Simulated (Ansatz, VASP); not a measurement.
# ZnH26C18S5N2O17F20: VASP beside Ansatz

One calculation is typed for both programs; each brings its own data sets. How far apart do they land? The structure shown is frame 153 of Ansatz's trajectory.

Calculated with Ansatz 0.2.0; plane waves, with VASP 6.6.1 beside it; single point at PBE with D4.

### Step 1. The structure

The cell holds 89 atoms: 20 F, 18 C, 17 O, 26 H, 5 S, 2 N and 1 Zn. Its edges and angles: a = 10.662 Å, b = 10.662 Å, c = 10.662 Å, α = 90.0°, β = 90.0°, γ = 90.0°.

### Step 2. Ansatz: dynamics, PBE with D4

Ansatz runs on its default PAW (the set named soft_2) files.

One frame of this run of dynamics is then solved in both programs, so the motion causes no difference.

The input, input.yaml:

```yaml
crystal:
  lattice:
    - [10.66172, 0.0, 0.0]
    - [0.0, 10.66172, 0.0]
    - [0.0, 0.0, 10.66172]
  atoms:
    - { symbol: F, position: [0.6749, 0.52983, 0.02332] }
    - { symbol: C, position: [0.55008, 0.52401, 0.0671] }
    - { symbol: F, position: [0.48367, 0.49638, 0.96056] }
    - { symbol: C, position: [0.54686, 0.40825, 0.15376] }
    - { symbol: F, position: [0.62857, 0.42702, 0.24804] }
    - { symbol: F, position: [0.58627, 0.29675, 0.0932] }
    - { symbol: O, position: [0.4311, 0.37688, 0.20827] }
    - { symbol: C, position: [0.45262, 0.33079, 0.33095] }
    - { symbol: C, position: [0.3278, 0.28357, 0.38615] }
    - { symbol: F, position: [0.24599, 0.37901, 0.38922] }
    - { symbol: F, position: [0.27893, 0.19485, 0.30529] }
    - { symbol: C, position: [0.34924, 0.21477, 0.50655] }
    - { symbol: F, position: [0.39295, 0.29068, 0.59972] }
    - { symbol: F, position: [0.23168, 0.17555, 0.55365] }
    - { symbol: H, position: [0.51299, 0.6109, 0.10804] }
    - { symbol: H, position: [0.48907, 0.39488, 0.39842] }
    - { symbol: H, position: [0.52126, 0.25754, 0.32946] }
    - { symbol: H, position: [0.41365, 0.12856, 0.49879] }
    - { symbol: F, position: [0.20498, 0.89316, 0.13098] }
    - { symbol: C, position: [0.26742, 0.8877, 0.24434] }
    - { symbol: F, position: [0.23594, 0.77968, 0.29697] }
    - { symbol: C, position: [0.40316, 0.89122, 0.22484] }
    - { symbol: F, position: [0.44737, 0.79133, 0.15479] }
    - { symbol: F, position: [0.47148, 0.88698, 0.32766] }
    - { symbol: O, position: [0.44112, 0.00433, 0.15852] }
    - { symbol: C, position: [0.57007, 0.98595, 0.10088] }
    - { symbol: C, position: [0.67531, 0.94667, 0.18754] }
    - { symbol: F, position: [0.66671, 0.01566, 0.29489] }
    - { symbol: F, position: [0.65576, 0.82742, 0.22815] }
    - { symbol: C, position: [0.80108, 0.96383, 0.1147] }
    - { symbol: F, position: [0.81135, 0.08865, 0.09389] }
    - { symbol: F, position: [0.8997, 0.93736, 0.19696] }
    - { symbol: H, position: [0.23029, 0.96094, 0.30604] }
    - { symbol: H, position: [0.59984, 0.06482, 0.04155] }
    - { symbol: H, position: [0.56046, 0.91981, 0.02397] }
    - { symbol: H, position: [0.80778, 0.89874, 0.03085] }
    - { symbol: C, position: [0.12094, 0.51082, 0.65312] }
    - { symbol: O, position: [0.10853, 0.40651, 0.73909] }
    - { symbol: C, position: [0.21358, 0.37954, 0.80184] }
    - { symbol: O, position: [0.31505, 0.43119, 0.79309] }
    - { symbol: O, position: [0.19341, 0.28104, 0.87713] }
    - { symbol: C, position: [0.30333, 0.24033, 0.94717] }
    - { symbol: H, position: [0.19898, 0.49271, 0.58774] }
    - { symbol: H, position: [0.1501, 0.58843, 0.7144] }
    - { symbol: H, position: [0.02764, 0.5117, 0.60318] }
    - { symbol: H, position: [0.28011, 0.16534, 0.01622] }
    - { symbol: H, position: [0.37858, 0.20047, 0.89322] }
    - { symbol: H, position: [0.34236, 0.31404, 0.00286] }
    - { symbol: C, position: [0.16681, 0.80584, 0.87686] }
    - { symbol: O, position: [0.0572, 0.76957, 0.94687] }
    - { symbol: C, position: [0.06562, 0.65434, 0.99239] }
    - { symbol: O, position: [0.16758, 0.59515, 0.98564] }
    - { symbol: O, position: [0.95119, 0.61962, 0.04118] }
    - { symbol: C, position: [0.96408, 0.51818, 0.12317] }
    - { symbol: H, position: [0.25177, 0.78362, 0.92841] }
    - { symbol: H, position: [0.17542, 0.9036, 0.87485] }
    - { symbol: H, position: [0.18178, 0.75712, 0.78475] }
    - { symbol: H, position: [0.87486, 0.51335, 0.17432] }
    - { symbol: H, position: [0.96093, 0.43243, 0.06877] }
    - { symbol: H, position: [0.05007, 0.51544, 0.18936] }
    - { symbol: C, position: [0.86807, 0.86616, 0.58014] }
    - { symbol: S, position: [0.99548, 0.97082, 0.60976] }
    - { symbol: C, position: [0.99428, 0.03147, 0.45373] }
    - { symbol: O, position: [0.11295, 0.89231, 0.61959] }
    - { symbol: H, position: [0.88263, 0.77546, 0.63819] }
    - { symbol: H, position: [0.85953, 0.84663, 0.48277] }
    - { symbol: H, position: [0.78087, 0.91634, 0.60781] }
    - { symbol: H, position: [0.08261, 0.09172, 0.4378] }
    - { symbol: H, position: [0.89837, 0.06991, 0.44709] }
    - { symbol: H, position: [0.00284, 0.94676, 0.39337] }
    - { symbol: "N", position: [0.53523, 0.76818, 0.57463] }
    - { symbol: S, position: [0.48543, 0.79041, 0.71171] }
    - { symbol: O, position: [0.43184, 0.67899, 0.77323] }
    - { symbol: O, position: [0.55692, 0.86378, 0.79988] }
    - { symbol: F, position: [0.3605, 0.87307, 0.69158] }
    - { symbol: S, position: [0.45992, 0.65463, 0.51993] }
    - { symbol: O, position: [0.44895, 0.54298, 0.59593] }
    - { symbol: O, position: [0.49228, 0.63225, 0.39074] }
    - { symbol: F, position: [0.31905, 0.70323, 0.51218] }
    - { symbol: "N", position: [0.77844, 0.33623, 0.77763] }
    - { symbol: S, position: [0.76348, 0.47832, 0.74081] }
    - { symbol: O, position: [0.79763, 0.50402, 0.61364] }
    - { symbol: O, position: [0.64913, 0.54247, 0.78135] }
    - { symbol: F, position: [0.87565, 0.54793, 0.81565] }
    - { symbol: S, position: [0.65138, 0.272, 0.732] }
    - { symbol: O, position: [0.63488, 0.21948, 0.60881] }
    - { symbol: O, position: [0.54193, 0.34172, 0.76574] }
    - { symbol: F, position: [0.63547, 0.14882, 0.8178] }
    - { symbol: Zn, position: [0.47398, 0.504, 0.77688] }
kpoints:
  mp_grid: { grid: [1, 1, 1] }
hamiltonian:
  xc: pbe
  dispersion: d4
scf:
  occupations: { method: fixed }
output:
  forces: true
  stress: true
md:
  timestep: 0.5
  n_steps: 460
  ensemble: nvt_langevin
  temperature: 330
  initial_velocities: maxwell_boltzmann
  seed: 4565
```

Launch:

```console
$ ansatz run input.yaml --threads 4 --pin off --max-ram 8192MiB --backend cpu --events-out ev --progress --plain --runs-dir out
```

Numbers of over 12 decimals in the logs are rounded to 6 here.

What it wrote:

```text
Warning: md: disabling space-group detection — thermal motion breaks the input geometry's symmetry, so no spatial operation reduces the k-mesh or symmetrises the density; time reversal is kept, so that k and −k are solved as one point where they differ and the mesh holds both, and exact exchange and, on two spinor components, a DFT+U term hold to it where the run has them: on two components no moment then forms, and  [...]
Warning: output.stress: scf.convergence.dr2_threshold = 8.9e-8 eV (the default of an md: trajectory) is looser than the 8.9e-9 eV advised for a printed stress (1e-10 eV for each atom of the cell: 89). What an SCF threshold leaves in a stress goes as its square root, and in the free energy as the threshold itself, and one threshold admits the most on a small cell: [figures from the program's tests cut] Set scf.converg [...]
Engine: ansatz 0.2.0, aarch64-unknown-linux-gnu
Pseudopotentials: kind: paw
Pseudopotential: F, paw, valence charge 7, recommended cutoff 420 eV (normal), F.paw.azcp
Pseudopotential: C, paw, valence charge 4, recommended cutoff 420 eV (normal), C.paw.azcp
Pseudopotential: O, paw, valence charge 6, recommended cutoff 420 eV (normal), O.paw.azcp
Pseudopotential: H, paw, valence charge 1, recommended cutoff 420 eV (normal), H.paw.azcp
Pseudopotential: S, paw, valence charge 6, recommended cutoff 420 eV (normal), S.paw.azcp
Pseudopotential: N, paw, valence charge 5, recommended cutoff 420 eV (normal), N.paw.azcp
Pseudopotential: Zn, paw, valence charge 12, recommended cutoff 420 eV (normal), Zn.paw.azcp
Functional definition: PBE
  parameter kappa = 0.804
  parameter beta = 0.066725
  exchange = pbe_x(kappa = kappa, mu = beta*pi^2/3)
  correlation = pbe_c(beta = beta)
Crystal: 89 atoms, lattice volume = 1211.942 Å³
Basis set: ecut = 420 eV, 23703 PW (Γ), exchange–correlation on 144×144×144 points (8 copies of the dense FFT grid, shifted against one another)
Bands: 285, of which v1, the nominal top of the filled ones, is band 196 counted from 1 (195 counted from 0)
Symmetry: 1 space group operations
k-points: 1
Non-local potential: F, projectors of the file, l = 0: 2, l = 1: 2, l = 2: 1
Non-local potential: C, projectors of the file, l = 0: 2, l = 1: 2, l = 2: 1
Non-local potential: O, projectors of the file, l = 0: 2, l = 1: 2, l = 2: 1
Non-local potential: H, projectors of the file, l = 0: 2, l = 1: 1
Non-local potential: S, projectors of the file, l = 0: 2, l = 1: 2, l = 2: 2
Non-local potential: N, projectors of the file, l = 0: 2, l = 1: 2, l = 2: 1
Non-local potential: Zn, projectors of the file, l = 0: 2, l = 1: 2, l = 2: 3, l = 3: 1
PAW form: soft (Blöchl's): semilocal exchange-correlation on the pseudo side does not see the compensation charge
PAW one-centre angular grid: F, 110 points (default); XC on 64 Gauss nodes
PAW one-centre angular grid: C, 110 points (default); XC on 64 Gauss nodes
PAW one-centre angular grid: O, 110 points (default); XC on 64 Gauss nodes
PAW one-centre angular grid: H, 110 points (default); XC on 64 Gauss nodes
PAW one-centre angular grid: S, 110 points (default); XC on 64 Gauss nodes
PAW one-centre angular grid: N, 110 points (default); XC on 64 Gauss nodes
PAW one-centre angular grid: Zn, 590 points (default); XC on 64 Gauss nodes
Initial density: superposition of atomic densities (neutral atoms: chi_scale 0, normalization atom), corrected by the library's trained network
Initial wavefunctions: pseudopotential atomic-orbital guess
Functional: x = pbe(κ = 0.804, μ = 0.219515), c = pbe(β = 0.066725)
SCF iter   1: F=—  HF=-39318.687445 eV  |F-HF|=—  |Δ(HF+E_count)|=         —  Δρ=6.92e-3  dr2=1.09e0  ethr=1.77e-3  ⟨swp⟩=5.0  Hψ=965  notcnv=0  defer=86
preconditioner: auto → Resta (q_TF=auto, 2.260 Å⁻¹)  ε∞=2.5  [insulator: Δε(μ)=4.102 eV  Ē_g=16.694 eV  n_scr=250 (ndim 8)  ℏωp=20.7 eV  f_vac=0.354  ε∞_Penn≈2.5]
SCF iter   2: F=—  HF=-39318.374841 eV  |F-HF|=—  |Δ(HF+E_count)|=   3.13e-1  Δρ=3.94e-3  dr2=2.61e-1  ethr=2.78e-4  ⟨swp⟩=3.0  Hψ=457  notcnv=0  defer=87
[...]
automatic band count: iteration 1 solves 254 bands in place of 285: the levels show a gap, and the empty bands left out lie too high to hold charge; the band table lists the bands solved (type scf.n_extra_bands for more)
md step   457: t =   228.50 fs  T =   330.0 K  F+E_penalty+E_count = -39321.36365350 eV  E_kin = 3.796711 eV  P_inst = 0.5905 GPa  (5 SCF iters, 3 dispersion substeps)
[...]
md step   458: t =   229.00 fs  T =   326.3 K  F+E_penalty+E_count = -39321.33550382 eV  E_kin = 3.753318 eV  P_inst = 0.5479 GPa  (5 SCF iters, 3 dispersion substeps)
[...]
md step   459: t =   229.50 fs  T =   318.1 K  F+E_penalty+E_count = -39321.29245355 eV  E_kin = 3.659192 eV  P_inst = 0.4946 GPa  (5 SCF iters, 3 dispersion substeps)
[...]
md step   460: t =   230.00 fs  T =   315.4 K  F+E_penalty+E_count = -39321.24469851 eV  E_kin = 3.628650 eV  P_inst = 0.4348 GPa  (8 SCF iters, 3 dispersion substeps)
SCF converged after 8 iterations
Free energy (F): -39321.244699 eV
Harris-Foulkes:  -39321.244699 eV  (|F-HF|=5.37e-8)
Internal energy: -39321.244699 eV  (E = F + TS)
E sigma→0 (E₀):  -39321.244699 eV
Fermi energy:    0.569627 eV
--- Per-component energies (eV) ---
  E_band       = -3740.495432
  E_kinetic    = 10047.397516
  E_local      = -46150.820931  (includes V_loc(G=0)·N_el)
  E_nonlocal   = 3656.169021
  E_hartree    = 18438.169276
  E_xc         = -4663.646904
  E_vxc        = -5624.617934  (∫ρ·V_xc dr)
  E_paw        = -13593.477282  (= ΣΔE_a)
  E_vpaw       = -2545.011028  (= ΣTr[D̂ρ^β])
  E_aug_tail   = 0.047214  (compensation charges beyond the density's cutoff)
  E_ewald      = -7049.914949
  E_disp       = -5.167659  (pairwise vdW)
  E_smearing   = -0.000000  (= −TS)
  E_closure    = 0.000000  (closes the sum)
  Σ components = -39321.244699   (vs F -39321.244699, Δ=0.00e0)
--- Forces (eV/Å), atoms counted from 1 ---
  atom   1  F      1.88252055     0.17026435    -0.78603243
  atom   2  C     -0.77314832    -1.22721734     0.40075426
  atom   3  F     -0.83367077    -0.17613393    -0.36784128
  atom   4  C      0.01469604     1.10969198    -1.05393544
  atom   5  F     -0.03647113    -0.32176976     0.08319504
  atom   6  F     -0.10495526     0.83948811     0.91546379
  atom   7  O     -0.46596625    -0.53882363     0.65516713
  atom   8  C     -0.96898097     0.70969079     0.42188904
  atom   9  C      0.93218817    -0.98575447     0.52903524
  atom  10  F     -0.49670145     0.16095560    -0.28826177
  atom  11  F     -0.41381152     0.06296485    -0.47654461
  atom  12  C      1.66415560     2.76839491    -0.53428857
  atom  13  F      0.54972496    -0.55563106    -0.08392405
  atom  14  F     -2.28447163    -0.33225707    -0.22813297
  atom  15  H     -0.21899354     0.09371280     0.53958026
  atom  16  H      0.28433790     0.40435780     0.27829585
  atom  17  H      0.39040426    -1.53864516    -0.34035703
  atom  18  H      0.58901160    -0.90074530     0.01702023
  atom  19  F      0.93300992    -0.69343149     0.35837990
  atom  20  C     -1.22091630    -0.27650712    -0.01075972
  atom  21  F      1.16144133     0.47799006    -0.05960489
  atom  22  C     -2.24203527     0.62711490    -2.01097232
  atom  23  F      0.00921622     0.52037730     0.23385981
  atom  24  F      0.49871780    -0.25509272     0.67294148
[...]
atom  82  O     -0.49648868     0.45443638     0.89977712
  atom  83  O     -1.24837010     1.28062428     1.15891354
  atom  84  F     -0.31224615     0.31463825     0.38422773
  atom  85  S     -1.02761170     0.32309154    -0.73440265
  atom  86  O      0.08526434     0.05915513     0.65393422
  atom  87  O     -0.41104051    -0.42887200     0.12589322
  atom  88  F      0.31772952    -0.01323848    -0.47659673
  atom  89  Zn    -0.79699449    -0.40730459     0.03064849
  max |Σ_I F_I| component: 1.98e-4 eV/Å
--- Stress (GPa, compression-positive) ---
        0.345213      -0.110001       0.091120
       -0.110000       0.306189       0.396495
        0.091120       0.396495      -0.306420
  P = ⅓ Tr σ = 0.1150 GPa (1.150 kbar)
--- MD trajectory: 460 steps, t = 0.0 → 230.0 fs ---
  final state: T = 315.4 K   F+E_penalty+E_count = -39321.24469851 eV   E_kin = 3.628650 eV
```

(Part 1 of 2 ends here.)

[Lines on the potential files, build, host, timing and source positions are cut from VASP's logs without a mark.]

[Logs are printed without paths, hosts, clocks, repeated set-up lines and the standing remarks that a program may print on its own settings, such as how far it seeks lower states.]

[Hosts, paths, dates, database ids (printed as entryN), source tags and the programs' standing remarks are cut or masked in the printed files.]
